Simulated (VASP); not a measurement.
OSZICAR of a VASP run on NiSb (relaxed from the zinc blende structure, space group F-43m):

**OSZICAR**
```
       N       E                     dE             d eps       ncg     rms          rms(c)
DAV:   1     0.576960363760E+02    0.57696E+02   -0.51028E+03  1856   0.101E+03
DAV:   2    -0.869972620098E+01   -0.66396E+02   -0.63079E+02  1907   0.219E+02
DAV:   3    -0.111085525349E+02   -0.24088E+01   -0.23529E+01  2085   0.502E+01
DAV:   4    -0.111508029091E+02   -0.42250E-01   -0.42222E-01  2144   0.692E+00
DAV:   5    -0.111520172283E+02   -0.12143E-02   -0.12136E-02  2133   0.124E+00    0.103E+01
DAV:   6    -0.138124543862E+02   -0.26604E+01   -0.37848E+01  1983   0.120E+02    0.162E+01
DAV:   7    -0.102750778278E+02    0.35374E+01   -0.11480E+01  2097   0.766E+01    0.262E+00
DAV:   8    -0.102593011687E+02    0.15777E-01   -0.73614E-01  2545   0.111E+01    0.154E+00
DAV:   9    -0.102443403626E+02    0.14961E-01   -0.79607E-02  2144   0.525E+00    0.316E-01
DAV:  10    -0.102438790742E+02    0.46129E-03   -0.49600E-03  2149   0.128E+00    0.157E-01
DAV:  11    -0.102437757098E+02    0.10336E-03   -0.78872E-04  2434   0.511E-01    0.659E-02
DAV:  12    -0.102437762760E+02   -0.56626E-06   -0.47902E-05  2118   0.907E-02    0.265E-02
DAV:  13    -0.102437745703E+02    0.17057E-05   -0.11851E-05  2769   0.463E-02    0.736E-03
DAV:  14    -0.102437746394E+02   -0.69082E-07   -0.89912E-07  2025   0.693E-03
   1 F= -.10243775E+02 E0= -.10243775E+02  d E =0.000000E+00
```

Question: Which electronic solver shows in the log?

Answer: It is blocked Davidson (ALGO = Normal, or the opening steps of other solvers). The INCAR had ALGO = Normal.

Question: How was spin treated?

Answer: Without spin polarisation: there is no mag entry.

Question: Can the final energy be trusted as converged?

Answer: Self-consistency was reached. It stopped with EDIFF = 1E-7, NELM = 100 (PBEsol GGA, plane waves, VASP's PBE PAW potentials (set 64)).

The structure was generated: NiSb was put into the zinc blende type (F-43m), which need not be its known phase. It was relaxed first, which changed the volume by -21 %. The run is not spin-polarised, so no magnetic state was tried. The electron count is odd and the run is not spin-polarised, which forces a metal.
